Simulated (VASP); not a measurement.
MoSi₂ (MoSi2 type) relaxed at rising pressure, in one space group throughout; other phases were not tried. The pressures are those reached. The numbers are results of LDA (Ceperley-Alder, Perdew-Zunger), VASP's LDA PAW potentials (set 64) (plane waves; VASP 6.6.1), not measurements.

```
P (GPa)  V (Å³/atom)    k-mesh
-------  -----------  --------
-0.01         13.098  13×13×13
10.05         12.571  14×14×14
19.93         12.146  14×14×14
30.18         11.772  14×14×14
```

A change of mesh leaves a small step in the series.

Fit an equation of state and predict the volume at 44.92 GPa.

Least squares on the third-order Birch-Murnaghan form, P = (3B0/2)(y⁷ − y⁵)[1 + (3/4)(B′ − 4)(y² − 1)] with y = (V0/V)^(1/3), gives V0 = 13.097 Å³/atom, B0 = 224 GPa and B′ = 4.3, and so 11.321 Å³/atom. The run gave 11.319 Å³/atom, -0.0 % from the fit.

Pressures at which the relaxation failed are left out.

The compound is MoSi2 in the MoSi2 type structure.
